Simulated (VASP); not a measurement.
Input:

```
CELL_PARAMETERS angstrom
      3.41256     0.00000     0.00000
      0.00000     3.41256     0.00000
      0.00000     0.00000     3.41256
ATOMIC_POSITIONS crystal
  La 0.00000 0.00000 0.00000
  B  0.50000 0.50000 0.50000
```

All values below come from PBE GGA, VASP's PBE PAW potentials (set 64) (plane waves; VASP 6.6.1). Numerical set-up: 520 eV cut-off, 12×12×12 Γ-centred mesh, tetrahedra with Blöchl corrections, potentials La B.

Problem. The job: LaB (relaxed from the CsCl type structure, space group Pm-3m), 2 atoms, PBE, static run, 520 eV, 12×12×12 Γ-centred mesh. Roughly how much core time does it take on a busy server core?

Solution. About 60 core-seconds (one run on a shared machine, a rough figure). It had 84 irreducible k-points, 11 bands, up to 1108 plane waves and 16 electronic steps.

The structure was generated: LaB was put into the CsCl type type (Pm-3m), which need not be its known phase. It was relaxed first, which changed the volume by -27 %.
